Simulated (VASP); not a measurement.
# CaSi2Sb2 (P-3m1) in VASP: further runs

The runs below take CaSi2Sb2 through band structure, with AM05, PW91, r2SCAN, SCAN, TPSS, TB-mBJ.

All numbers are computed with VASP 6.6.1; they aren't measurements. Logs are shortened: lines on timing, memory, paths and dates and some standing lists are left out, and cuts for length are marked.

## Step 1: Starting point

The structure is trigonal, space group P-3m1 (No. 164). Conventional cell: a = 4.997 Å, b = 4.997 Å, c = 5.862 Å, α = 90.00°, β = 90.00°, γ = 120.00°. Around Ca (site symmetry -3m) lie 6 Si at 3.25 Å and 6 Sb at 3.31 Å. Si (site symmetry 3m) is surrounded by 5 Sb at 2.73 to 3.13 Å. Sb (site symmetry 3m) has 5 Si at 2.73 to 3.13 Å as nearest neighbours.

The cell was built by a generator and needn't be a form met in nature.

## Step 2: Band structure, AM05

Input file POSCAR:

```
CaSi2Sb2
1.0
    4.9973900000      0.0000000000      0.0000000000
   -2.4987000000      4.3278700000      0.0000000000
    0.0000000000      0.0000000000      5.8616900000
Ca Si Sb
1 2 2
Direct
    0.0000000000      0.0000000000      0.0000000000
    0.3333300000      0.6666700000      0.2564800000
    0.6666700000      0.3333300000      0.7435200000
    0.3333300000      0.6666700000      0.7224000000
    0.6666700000      0.3333300000      0.2776000000
```

Input file INCAR.step1:

```
SYSTEM = CaSi2Sb2
  ALGO = Fast
  EDIFF = 1E-7
  ENCUT = 520
  GGA = AM
  ISIF = 2
  ISMEAR = -1
  LASPH = .True.
  LCHARG = .True.
  LREAL = .False.
  LWAVE = .False.
  NBANDS = 22
  NELM = 100
  PREC = Accurate
  SIGMA = 0.05
```

Input file KPOINTS.step1:

```
k-points
0
Gamma
  5 5 4
  0 0 0
```

Input file INCAR.step2:

```
SYSTEM = CaSi2Sb2
  ALGO = Fast
  EDIFF = 1E-7
  ENCUT = 520
  GGA = AM
  ICHARG = 11
  ISIF = 2
  ISMEAR = 0
  LASPH = .True.
  LCHARG = .False.
  LREAL = .False.
  LWAVE = .False.
  NBANDS = 22
  NELM = 100
  PREC = Accurate
  SIGMA = 0.05
```

Input file KPOINTS.step2:

```
path GMKGALHA,LM,KH
20
line-mode
reciprocal
 0.0000000000  0.0000000000  0.0000000000  G
 0.5000000000  0.0000000000  0.0000000000  M

 0.5000000000  0.0000000000  0.0000000000  M
 0.3333333333  0.3333333333  0.0000000000  K

 0.3333333333  0.3333333333  0.0000000000  K
 0.0000000000  0.0000000000  0.0000000000  G

 0.0000000000  0.0000000000  0.0000000000  G
 0.0000000000  0.0000000000  0.5000000000  A

 0.0000000000  0.0000000000  0.5000000000  A
 0.5000000000  0.0000000000  0.5000000000  L

 0.5000000000  0.0000000000  0.5000000000  L
 0.3333333333  0.3333333333  0.5000000000  H

 0.3333333333  0.3333333333  0.5000000000  H
 0.0000000000  0.0000000000  0.5000000000  A

 0.5000000000  0.0000000000  0.5000000000  L
 0.5000000000  0.0000000000  0.0000000000  M

 0.3333333333  0.3333333333  0.0000000000  K
 0.3333333333  0.3333333333  0.5000000000  H
```

Potentials or basis: VASP PAW PBE potentials, release 64 (Ca_sv, Si, Sb).

Run with:

```
$ cat potpaw_PBE.64/Ca_sv/POTCAR potpaw_PBE.64/Si/POTCAR potpaw_PBE.64/Sb/POTCAR > POTCAR
$ cp INCAR.step1 INCAR
$ cp KPOINTS.step1 KPOINTS
$ mpirun -np 1 vasp_std > vasp.out
$ cp INCAR.step2 INCAR
$ cp KPOINTS.step2 KPOINTS
$ mpirun -np 1 vasp_std > vasp.out
```

OUTCAR:

```text
SYSTEM = CaSi2Sb2
   EDIFF = 1E-7
   ENCUT = 520
   GGA = AM
   ICHARG = 11
   ISIF = 2
   ISMEAR = 0
   LASPH = .True.
   LREAL = .False.
   NELM = 100
   PREC = Accurate

 ion  position               nearest neighbor table
   1  0.000  0.000  0.000-   4 3.31   5 3.31   5 3.31   4 3.31   5 3.31   4 3.31
   2  0.333  0.667  0.256-   4 2.73   5 2.89   5 2.89   5 2.89   4 3.13
   3  0.667  0.333  0.744-   5 2.73   4 2.89   4 2.89   4 2.89   5 3.13
   4  0.333  0.667  0.722-   2 2.73   3 2.89   3 2.89   3 2.89   2 3.13   1 3.31   1 3.31   1 3.31

   5  0.667  0.333  0.278-   3 2.73   2 2.89   2 2.89   2 2.89   3 3.13   1 3.31   1 3.31   1 3.31

  LATTYP: Found a hexagonal cell.
 ALAT       =     4.9973900000
 C/A-ratio  =     1.1729502800

  Lattice vectors:

 A1 = (   4.9973900000,   0.0000000000,   0.0000000000)
 A2 = (  -2.4987000000,   4.3278700000,   0.0000000000)
 A3 = (   0.0000000000,   0.0000000000,   5.8616900000)

Analysis of symmetry for initial positions (statically):
=====================================================================
 Subroutine PRICEL returns:
 Original cell was already a primitive cell.

 Routine SETGRP: Setting up the symmetry group for a
 hexagonal supercell.

 Subroutine GETGRP returns: Found  4 space group operations
 (whereof  4 operations were pure point group operations)
 out of a pool of 24 trial point group operations.

The static configuration has the point symmetry C_2h.

Analysis of symmetry for dynamics (positions and initial velocities):
=====================================================================
 Subroutine PRICEL returns:
 Original cell was already a primitive cell.

 Routine SETGRP: Setting up the symmetry group for a
 hexagonal supercell.

 Subroutine GETGRP returns: Found  4 space group operations
 (whereof  4 operations were pure point group operations)
 out of a pool of 24 trial point group operations.

The dynamic configuration has the point symmetry C_2h.

 Subroutine INISYM returns: Found  4 space group operations
 (whereof  4 operations are pure point group operations),
 and found     1 'primitive' translations

----------------------------------------------------------------------------------------
[... 90 lines left out ...]
   ENCUT  =  520.0 eV  38.22 Ry    6.18 a.u.   9.29  9.29 10.90*2*pi/ulx,y,z
   NELM   =    100;   NELMIN=  2; NELMDL=  0     # of ELM steps
   EDIFF  = 0.1E-06   stopping-criterion for ELM
   LREAL  =      F    real-space projection
   EDIFFG = 0.1E-05   stopping-criterion for IOM
   NSW    =      0    number of steps for IOM
   IBRION =     -1    ionic relax: 0-MD 1-quasi-New 2-CG
   NFREE  =      0    steps in history (QN), initial steepest desc. (CG)
   ISIF   =      2    stress and relaxation
   ISYM   =      2    0-nonsym 1-usesym 2-fastsym
   POTIM  = 0.5000    time-step for ionic-motion
   TEBEG  =    0.0;   TEEND  =   0.0 temperature during run
   PSTRESS=    0.0 pullay stress
   NELECT =      28.0000    total number of electrons
   NUPDOWN=      -1.0000    fix difference up-down
   EMIN   =  10.00;   EMAX   =-10.00  energy-range for DOS
   EFERMI =   0.00;   METHOD = LEGACY
   ISMEAR =     0;   SIGMA  =   0.05  broadening in eV -4-tet -1-fermi 0-gaus
   EFERMI_NEDOS =   21; number of points for ismear=-14 and -15
   IALGO  =     68    algorithm
   IMIX   =      4    mixing-type and parameters
     AMIX     =   0.40;   BMIX     =  1.00
     AMIX_MAG =   1.60;   BMIX_MAG =  1.00
  volume/ion in A,a.u.               =      25.36       171.11
  Fermi-wavevector in a.u.,A,eV,Ry     =   0.989572  1.870020 13.323543  0.979253
  Thomas-Fermi vector in A             =   2.121180
   LORBIT       =      0    0 simple, 1 ext, 2 COOP (PROOUT), +10 PAW based schemes
   GGA     = AM    functional components
   LHFCALC =     F    Hartree Fock is set to
   AEXX    =    0.0000 exact exchange contribution
   IVDW    =     0    specifies the selected vdW correction
   LEPSILON=     F    determine dielectric tensor
   LRPA    =     F    only Hartree local field effects (RPA)
 non-spin polarized calculation
 RMM-DIIS sequential band-by-band and
 Gauss-broadening in eV      SIGMA  =   0.05
  energy-cutoff  :      520.00
  volume of cell :      126.78
 maximum number of plane-waves:      3448
 NGX is ok and might be reduce to    40

 number of electron      28.0000001 magnetization

 Free energy of the ion-electron system (eV)
  ---------------------------------------------------
  ext. energy  EPLUGINS =         0.00000000
  ---------------------------------------------------
  free energy    TOTEN  =       -21.37794902 eV

  energy without entropy =      -21.37500910  energy(sigma->0) =      -21.37647906

 E-fermi :   6.1384     XC(G=0):  -9.5786

 val. band max:        6.1355744255   @ k =   0.3596   0.2807   0.5000
 cond. band min:       6.1428194459   @ k =   0.0000   0.0000   0.3947
 fundamental gap:      0.0072450205
 Fermi energy:         6.1383864942

 k-point     1 :       0.0000    0.0000    0.0000
  band No.  band energies     occupation
      1     -34.8443      2.00000
      2     -16.0213      2.00000
      3     -16.0126      2.00000
      4     -16.0126      2.00000
      5      -5.7168      2.00000
      6      -2.8149      2.00000
[... 589 lines left out ...]
     21      10.2679      0.00000
     22      11.0408      0.00000

 [... further k-points ...]

------------------------ aborting loop because EDIFF is reached ----------------------------------------

  FORCE on cell =-STRESS in cart. coord.  units (eV):
  Direction    XX          YY          ZZ          XY          YZ          ZX
  --------------------------------------------------------------------------------------
  -------------------------------------------------------------------------------------
  Total        1.0330045     -4.0749668     -1.8807948     -4.4236173     -0.1301633      0.2254497
  in kB       13.0548685    -51.4984739    -23.7690435    -55.9046376     -1.6449736      2.8491798
  external PRESSURE =     -20.7375496 kB  Pullay stress =       0.0000000 kB

 VOLUME and BASIS-vectors are now :
 -----------------------------------------------------------------------------
  energy-cutoff  :      520.00
  volume of cell :      126.78
      direct lattice vectors                 reciprocal lattice vectors
     4.997390000  0.000000000  0.000000000     0.200104455  0.115530504  0.000000000
    -2.498700000  4.327870000  0.000000000     0.000000000  0.231060545  0.000000000
     0.000000000  0.000000000  5.861690000     0.000000000  0.000000000  0.170599264

 POSITION                                       TOTAL-FORCE (eV/Angst)
 -----------------------------------------------------------------------------------
      0.00000      0.00000      0.00000        -0.000000      0.000000      0.000000
     -0.00003      2.88526      1.50341         0.592789     -0.342247      0.347986
      2.49872      1.44261      4.35828        -0.592789      0.342247     -0.347986
     -0.00003      2.88526      4.23448         0.611540     -0.353073     -0.314675
      2.49872      1.44261      1.62721        -0.611540      0.353073      0.314675
 -----------------------------------------------------------------------------------
    total drift:                                0.000000      0.000000     -0.000000

  FREE ENERGIE OF THE ION-ELECTRON SYSTEM (eV)
  ---------------------------------------------------
  free  energy   TOTEN  =       -21.3779490179 eV

  energy  without entropy=      -21.3750091049  energy(sigma->0) =      -21.37647906
```

OSZICAR.step1:

```text
N       E                     dE             d eps       ncg     rms          rms(c)
DAV:   1     0.148468611141E+03    0.14847E+03   -0.11184E+04  1452   0.108E+03
DAV:   2    -0.124194638641E+02   -0.16089E+03   -0.15506E+03  1692   0.235E+02
DAV:   3    -0.215665395912E+02   -0.91471E+01   -0.88368E+01  2254   0.494E+01
[... 14 lines left out ...]
RMM:  18    -0.218300204828E+02   -0.20029E-06   -0.21198E-06  2148   0.569E-03    0.871E-03
RMM:  19    -0.218300206499E+02   -0.16713E-06   -0.14230E-06  2124   0.511E-03    0.572E-03
RMM:  20    -0.218300207934E+02   -0.14349E-06   -0.77954E-07  1801   0.391E-03    0.384E-03
RMM:  21    -0.218300209338E+02   -0.14040E-06   -0.49616E-07  1723   0.322E-03    0.215E-03
RMM:  22    -0.218300210001E+02   -0.66357E-07   -0.28562E-07  1495   0.239E-03
   1 F= -.21830021E+02 E0= -.21820017E+02  d E =-.200089E-01
```

Run time: 7.4 min. Hardware: 1 thread of Intel Xeon 6975P-C (Granite Rapids), shared host; peak memory 0.63 GiB.

What came out:

- Band gap along the path: none (metal or under the smearing width)

Levels at the corners of the path, in eV from the Fermi level:
| point | band 12 | band 13 | band 14 | band 15 | band 16 | band 17 |
| --- | --- | --- | --- | --- | --- | --- |
| Γ | -1.51 | -1.40 | -1.40 | -0.35 | -0.34 | 0.57 |
| M | -3.08 | -2.46 | 0.06 | 1.39 | 2.02 | 2.09 |
| M | -3.08 | -2.46 | 0.06 | 1.39 | 2.02 | 2.09 |
| K | -2.76 | -0.53 | -0.53 | 1.09 | 1.72 | 1.72 |
| K | -2.76 | -0.53 | -0.53 | 1.09 | 1.72 | 1.72 |
| Γ | -1.51 | -1.40 | -1.40 | -0.35 | -0.34 | 0.57 |
| Γ | -1.51 | -1.40 | -1.40 | -0.35 | -0.34 | 0.57 |
| A | -3.01 | -1.84 | -1.15 | -0.44 | -0.44 | 0.71 |
| A | -3.01 | -1.84 | -1.15 | -0.44 | -0.44 | 0.71 |
| L | -2.02 | -1.23 | 0.18 | 0.43 | 1.02 | 1.71 |
| L | -2.02 | -1.23 | 0.18 | 0.43 | 1.02 | 1.71 |
| H | -1.04 | -0.01 | -0.01 | 0.77 | 0.77 | 1.31 |
| H | -1.04 | -0.01 | -0.01 | 0.77 | 0.77 | 1.31 |
| A | -3.01 | -1.84 | -1.15 | -0.44 | -0.44 | 0.71 |
| L | -2.02 | -1.23 | 0.18 | 0.43 | 1.02 | 1.71 |
| M | -3.08 | -2.46 | 0.06 | 1.39 | 2.02 | 2.09 |
| K | -2.76 | -0.53 | -0.53 | 1.09 | 1.72 | 1.72 |
| H | -1.04 | -0.01 | -0.01 | 0.77 | 0.77 | 1.31 |

Caveat: the log is that of the step along the path at fixed density, whose energy, stress, charges and moments have no meaning; the PAW data sets were made with another functional, which shifts forces and pressure a little; spin-orbit coupling is left out, which moves the levels of the heavy elements.

## Step 3: Band structure, PW91

POSCAR is that of step 2.

INCAR.step1, as its differences from that of step 2:

```diff
@@ -4,3 +4,3 @@
   ENCUT = 520
-  GGA = AM
+  GGA = 91
   ISIF = 2
```

KPOINTS.step1 is that of step 2.

INCAR.step2, as its differences from that of step 2:

```diff
@@ -4,3 +4,3 @@
   ENCUT = 520
-  GGA = AM
+  GGA = 91
   ICHARG = 11
```

KPOINTS.step2 is that of step 2.

Potentials or basis: VASP PAW PBE potentials, release 64 (Ca_sv, Si, Sb).

Run with:

```
$ cat potpaw_PBE.64/Ca_sv/POTCAR potpaw_PBE.64/Si/POTCAR potpaw_PBE.64/Sb/POTCAR > POTCAR
$ cp INCAR.step1 INCAR
$ cp KPOINTS.step1 KPOINTS
$ mpirun -np 1 vasp_std > vasp.out
$ cp INCAR.step2 INCAR
$ cp KPOINTS.step2 KPOINTS
$ mpirun -np 1 vasp_std > vasp.out
```

It took 7.6 min on 1 thread of Intel Xeon 6975P-C (Granite Rapids), shared host; peak memory 0.63 GiB.

It converged, with:

- Band gap along the path: none (metal or under the smearing width)

Levels at the corners of the path, in eV from the Fermi level:
```csv
point,band 12,band 13,band 14,band 15,band 16,band 17
Γ,-1.52,-1.40,-1.40,-0.33,-0.33,0.56
M,-3.07,-2.46,0.05,1.39,2.01,2.10
M,-3.07,-2.46,0.05,1.39,2.01,2.10
K,-2.76,-0.53,-0.53,1.15,1.70,1.70
K,-2.76,-0.53,-0.53,1.15,1.70,1.70
Γ,-1.52,-1.40,-1.40,-0.33,-0.33,0.56
Γ,-1.52,-1.40,-1.40,-0.33,-0.33,0.56
A,-2.99,-1.84,-1.12,-0.43,-0.43,0.73
A,-2.99,-1.84,-1.12,-0.43,-0.43,0.73
L,-2.01,-1.24,0.20,0.42,1.05,1.71
L,-2.01,-1.24,0.20,0.42,1.05,1.71
H,-1.04,-0.01,-0.01,0.77,0.77,1.34
H,-1.04,-0.01,-0.01,0.77,0.77,1.34
A,-2.99,-1.84,-1.12,-0.43,-0.43,0.73
L,-2.01,-1.24,0.20,0.42,1.05,1.71
M,-3.07,-2.46,0.05,1.39,2.01,2.10
K,-2.76,-0.53,-0.53,1.15,1.70,1.70
H,-1.04,-0.01,-0.01,0.77,0.77,1.34
```

Caveat: the log is that of the step along the path at fixed density, whose energy, stress, charges and moments have no meaning; the PAW data sets were made with another functional, which shifts forces and pressure a little; spin-orbit coupling is left out, which moves the levels of the heavy elements.

## Step 4: Band structure, r2SCAN

Input file INCAR:

```
SYSTEM = CaSi2Sb2
  ALGO = Normal
  EDIFF = 1E-7
  ENCUT = 520
  ISIF = 2
  ISMEAR = -1
  LASPH = .True.
  LCHARG = .False.
  LMIXTAU = .True.
  LREAL = .False.
  LWAVE = .False.
  METAGGA = R2SCAN
  NBANDS = 22
  NELM = 100
  PREC = Accurate
  SIGMA = 0.05
```

Input file KPOINTS:

```
k-points
0
Gamma
  5 5 4
  0 0 0
```

POSCAR is that of step 3.

Input file KPOINTS_OPT:

```
path GMKGALHA,LM,KH
20
line-mode
reciprocal
 0.0000000000  0.0000000000  0.0000000000  G
 0.5000000000  0.0000000000  0.0000000000  M

 0.5000000000  0.0000000000  0.0000000000  M
 0.3333333333  0.3333333333  0.0000000000  K

 0.3333333333  0.3333333333  0.0000000000  K
 0.0000000000  0.0000000000  0.0000000000  G

 0.0000000000  0.0000000000  0.0000000000  G
 0.0000000000  0.0000000000  0.5000000000  A

 0.0000000000  0.0000000000  0.5000000000  A
 0.5000000000  0.0000000000  0.5000000000  L

 0.5000000000  0.0000000000  0.5000000000  L
 0.3333333333  0.3333333333  0.5000000000  H

 0.3333333333  0.3333333333  0.5000000000  H
 0.0000000000  0.0000000000  0.5000000000  A

 0.5000000000  0.0000000000  0.5000000000  L
 0.5000000000  0.0000000000  0.0000000000  M

 0.3333333333  0.3333333333  0.0000000000  K
 0.3333333333  0.3333333333  0.5000000000  H
```

Run with:

```
$ cat potpaw_PBE.64/Ca_sv/POTCAR potpaw_PBE.64/Si/POTCAR potpaw_PBE.64/Sb/POTCAR > POTCAR
$ mpirun -np 1 vasp_std > vasp.out
```

Wall time 14 min (1 thread of Intel Xeon 6975P-C (Granite Rapids), shared host); peak memory 0.38 GiB.

Results (log left out):

```yaml
Free_energy: -75.8170 eV
Pressure: -0.7 GPa
Largest_force: 0.102 eV/Å
Band_gap_along_the_path: none (metal or under the smearing width)
```

Forces on the atoms (eV/Å):
```
Ca   0.000  0.000  0.000
Si   0.000  0.000 -0.004
Si   0.000  0.000  0.004
Sb   0.000  0.000  0.102
Sb   0.000  0.000 -0.102
```

Stress tensor (GPa, compression positive):
```
-1.50  0.00  0.00
 0.00 -1.50  0.00
 0.00  0.00  0.90
```

Levels at the corners of the path, in eV from the Fermi level:
```csv
point,band 10,band 11,band 12,band 13,band 14,band 15,band 16,band 17,band 18,band 19
Γ,-4.27,-2.95,-1.77,-1.64,-1.64,-0.44,-0.44,0.57,0.57,2.13
M,-4.80,-3.89,-3.26,-2.74,0.02,1.50,2.07,2.32,3.30,3.65
M,-4.80,-3.89,-3.26,-2.74,0.02,1.50,2.07,2.32,3.30,3.65
K,-4.32,-4.32,-3.08,-0.61,-0.61,1.31,1.83,1.83,2.56,4.00
K,-4.32,-4.32,-3.08,-0.61,-0.61,1.31,1.83,1.83,2.56,4.00
Γ,-4.27,-2.95,-1.77,-1.64,-1.64,-0.44,-0.44,0.57,0.57,2.13
Γ,-4.27,-2.95,-1.77,-1.64,-1.64,-0.44,-0.44,0.57,0.57,2.13
A,-3.32,-3.25,-3.25,-2.03,-1.19,-0.51,-0.51,0.68,0.68,2.51
A,-3.32,-3.25,-3.25,-2.03,-1.19,-0.51,-0.51,0.68,0.68,2.51
L,-3.65,-2.45,-2.14,-1.38,0.15,0.40,1.19,1.86,3.02,3.41
L,-3.65,-2.45,-2.14,-1.38,0.15,0.40,1.19,1.86,3.02,3.41
H,-4.67,-1.21,-1.21,-0.10,-0.10,0.83,0.83,1.47,1.47,2.81
H,-4.67,-1.21,-1.21,-0.10,-0.10,0.83,0.83,1.47,1.47,2.81
A,-3.32,-3.25,-3.25,-2.03,-1.19,-0.51,-0.51,0.68,0.68,2.51
L,-3.65,-2.45,-2.14,-1.38,0.15,0.40,1.19,1.86,3.02,3.41
M,-4.80,-3.89,-3.26,-2.74,0.02,1.50,2.07,2.32,3.30,3.65
K,-4.32,-4.32,-3.08,-0.61,-0.61,1.31,1.83,1.83,2.56,4.00
H,-4.67,-1.21,-1.21,-0.10,-0.10,0.83,0.83,1.47,1.47,2.81
```

Caveat: the PAW data sets were made with another functional, which shifts forces and pressure a little; spin-orbit coupling is left out, which moves the levels of the heavy elements.

(Continued in part 2 of 2.)
